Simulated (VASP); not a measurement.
These are PBE GGA with D4 dispersion, VASP's PBE PAW potentials (set 64) (plane waves; VASP) values and carry that method's errors.

Input for VASP

KPOINTS:
```
k-points along high-symmetry lines
10
Line-mode
Reciprocal
  0.000000   0.000000   0.000000 ! GAMMA
  0.500000   0.000000   0.000000 ! M

  0.500000   0.000000   0.000000 ! M
  0.333333   0.333333   0.000000 ! K

  0.333333   0.333333   0.000000 ! K
  0.000000   0.000000   0.000000 ! GAMMA

  0.000000   0.000000   0.000000 ! GAMMA
  0.000000   0.000000   0.500000 ! A

  0.000000   0.000000   0.500000 ! A
  0.500000   0.000000   0.500000 ! L

  0.500000   0.000000   0.500000 ! L
  0.333333   0.333333   0.500000 ! H

  0.333333   0.333333   0.500000 ! H
  0.000000   0.000000   0.500000 ! A

  0.500000   0.000000   0.500000 ! L
  0.500000   0.000000   0.000000 ! M

  0.333333   0.333333   0.500000 ! H
  0.333333   0.333333   0.000000 ! K
```

File POSCAR:
```
Se
1.0
  2.0295047552  -3.5152053389   0.0000000000
  2.0295047552   3.5152053389   0.0000000000
  0.0000000000   0.0000000000   5.1346866259
Se
3
Cartesian
  0.5034402446   0.8719840794   3.4231261288
  3.0521290212  -0.0000000000   0.0000000000
  0.5034402446  -0.8719840794   1.7115604971
```

### INCAR
```
# general
SYSTEM  = Se
PREC    = Accurate
ENCUT   = 520
LREAL   = .FALSE.
LASPH   = .TRUE.
ICHARG  = 11

# electronic loop
EDIFF   = 1E-7
NELM    = 100
ALGO    = Normal
LMAXMIX = 4

# smearing
ISMEAR  = 0
SIGMA   = 0.05

# functional
GGA     = PE
IVDW    = 13

# output
LWAVE   = .FALSE.
LCHARG  = .FALSE.
LORBIT  = 11
```

POTCAR, in this order: Se (PBE.64 set). Program: vasp_std. Read from the step before: CHGCAR.

The resulting files:

OUTCAR:
```
 ion  position               nearest neighbor table
   1  0.000  0.248  0.667-   2 2.44   3 2.44
   2  0.752  0.752  0.000-   1 2.44   3 2.44
   3  0.248  0.000  0.333-   2 2.44   1 2.44
  LATTYP: Found a hexagonal cell.
 ALAT       =     4.0590095006
 C/A-ratio  =     1.2650097580
 Subroutine PRICEL returns:
 Original cell was already a primitive cell.
 Subroutine GETGRP returns: Found  6 space group operations
The static configuration has the point symmetry C_2 .
 The point group associated with its full space group is D_3 .
The dynamic configuration has the point symmetry C_2 .
 Subroutine INISYM returns: Found  6 space group operations
   k-points           NKPTS =     90   k-points in BZ     NKDIM =     90   number of bands    NBANDS=     13
   number of dos      NEDOS =    301   number of ions     NIONS =      3
   total plane-waves  NPLWV =  36000
   dimension x,y,z NGX =    30 NGY =   30 NGZ =   40
   dimension x,y,z NGXF=    60 NGYF=   60 NGZF=   80
   ions per type =               3
   PREC   = accura    normal or accurate (medium, high low for compatibility)
   ISTART =      0    job   : 0-new  1-cont  2-samecut
   ICHARG =     11    charge: 1-file 2-atom 10-const
   ISPIN  =      1    spin polarized calculation?
   LNONCOLLINEAR =      F non collinear calculations
   LSORBIT =      F    spin-orbit coupling
   INIWAV =      1    electr: 0-lowe 1-rand  2-diag
   ENCUT  =  520.0 eV  38.22 Ry    6.18 a.u.   7.55  7.55  9.55*2*pi/ulx,y,z
   NELM   =    100;   NELMIN=  2; NELMDL= -5     # of ELM steps
   EDIFF  = 0.1E-06   stopping-criterion for ELM
   LREAL  =      F    real-space projection
   NLSPLINE    = F    spline interpolate recip. space projectors
   LMAXMIX     =    4 max onsite mixed and CHGCAR
   VOSKOWN=      0    Vosko Wilk Nusair interpolation
   EDIFFG = 0.1E-05   stopping-criterion for IOM
   NSW    =      0    number of steps for IOM
   NBLOCK =      1;   KBLOCK =      1    inner block; outer block
   IBRION =     -1    ionic relax: 0-MD 1-quasi-New 2-CG
   NFREE  =      0    steps in history (QN), initial steepest desc. (CG)
   ISIF   =      2    stress and relaxation
...
```

OSZICAR:
```
       N       E                     dE             d eps       ncg     rms          rms(c)
DAV:   1     0.885711149066E+02    0.88571E+02   -0.75338E+03  2340   0.116E+03
DAV:   2    -0.381026831924E+01   -0.92381E+02   -0.88760E+02  3164   0.181E+02
DAV:   3    -0.974296656469E+01   -0.59327E+01   -0.58606E+01  2775   0.523E+01
DAV:   4    -0.980153995535E+01   -0.58573E-01   -0.58457E-01  2725   0.597E+00
DAV:   5    -0.980203282592E+01   -0.49287E-03   -0.49282E-03  2915   0.532E-01
DAV:   6    -0.980203983496E+01   -0.70090E-05   -0.70089E-05  2765   0.610E-02
DAV:   7    -0.980203998986E+01   -0.15490E-06   -0.15493E-06  2955   0.771E-03
DAV:   8    -0.980203999368E+01   -0.38252E-08   -0.37994E-08  2230   0.114E-03
   1 F= -.10984095E+02 E0= -.10984095E+02  d E =-.951311E-11
```

**OUTCAR**
```
 val. band max:        3.7696142669   @ k =   0.3704   0.2593   0.5000

 cond. band min:       4.2140282610   @ k =   0.3333   0.3333   0.5000



 k-point     1 :       0.0000    0.0000    0.0000
  band No.  band energies     occupation
      1     -12.2476      2.00000
      2      -8.2080      2.00000
      3      -8.2079      2.00000
      4       0.0846      2.00000
      5       0.2867      2.00000
      6       0.2868      2.00000
      7       1.8517      2.00000
      8       1.8517      2.00000
      9       3.1799      2.00000
     10       5.1731      0.00000
     11       5.1731      0.00000
     12       5.7766      0.00000
     13      10.1229      0.00000

 k-point     2 :       0.0556    0.0000    0.0000
  band No.  band energies     occupation
      1     -12.2269      2.00000
      2      -8.2170      2.00000
      3      -8.2030      2.00000
      4      -0.1329      2.00000
      5       0.1770      2.00000
      6       0.3271      2.00000
      7       1.8931      2.00000
      8       2.0179      2.00000
      9       3.1822      2.00000
     10       5.1087      0.00000
     11       5.1653      0.00000
     12       5.7726      0.00000
     13      10.1099      0.00000

 k-point     3 :       0.1111    0.0000    0.0000
  band No.  band energies     occupation
      1     -12.1656      2.00000
      2      -8.2462      2.00000
      3      -8.1886      2.00000
      4      -0.5320      2.00000
      5      -0.0529      2.00000
      6       0.2921      2.00000
      7       1.9917      2.00000
      8       2.3254      2.00000
      9       3.1453      2.00000
     10       5.0057      0.00000
     11       5.1539      0.00000
     12       5.7800      0.00000
     13       9.9908      0.00000

 k-point     4 :       0.1667    0.0000    0.0000
  band No.  band energies     occupation
      1     -12.0667      2.00000
      2      -8.3004      2.00000
      3      -8.1659      2.00000
      4      -0.9414      2.00000
...
```

The density is held fixed in this step, so its total energy and stress have no physical meaning.

The compound is Se in the trig structure. It was relaxed first, which changed the volume by -11 %.
